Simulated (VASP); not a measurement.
Crystal: As.

```
CELL_PARAMETERS angstrom
1.88080 1.08588 3.51406
-1.88080 1.08588 3.51406
0.00000 -2.17176 3.51406
ATOMIC_POSITIONS crystal
As 0.77400 0.77400 0.77400
As 0.22600 0.22600 0.22600
```

```yaml
Program: VASP 6.6.1
Task: relaxation of cell and atoms
Functional: PBE
Dispersion: D3(BJ)
Potentials_or_basis: VASP PAW PBE potentials, release 64 (As)
Cutoff: 600 eV
k_mesh: 12 × 12 × 12
Occupations: methfessel-paxton, width 0.1 eV
Spin: no spin polarisation
```

At the start: pressure 0.9 GPa; volume 21.53 Å³/atom.

Q: How do energy, volume and symmetry change on relaxing?

A: Over 11 steps the energy falls by 12.5 meV/atom and the volume is 20.91 Å³/atom (-2.9 %); space group R-3m (No. 166, to 0.05 Å).

The path:
```tsv
step	energy change (eV)	largest force (eV/Å)	pressure (GPa)	volume (Å³)
1	0.0000	0.4940	0.88	43.06
2	-0.0098	0.0218	-1.70	43.80
3	-0.0108	0.0924	-1.13	43.63
4	-0.0172	0.0355	-0.55	42.92
5	-0.0204	0.0317	0.27	42.05
6	-0.0240	0.0313	0.09	41.89
7	-0.0249	0.0300	-0.02	41.75
8	-0.0249	0.0303	-0.02	41.75
9	-0.0250	0.0069	0.10	41.74
10	-0.0250	0.0006	0.08	41.74
11	-0.0250	0.0003	-0.05	41.82
```

Final structure:
```
As
1.0
     1.89522    1.09421    3.36081
    -1.89522    1.09421    3.36081
     0.00000   -2.18841    3.36081
As
2
Direct
  0.76937 0.76937 0.76937
  0.23063 0.23063 0.23063
```

Caveat: pairwise dispersion overbinds metals, which lowers pressure and volume.
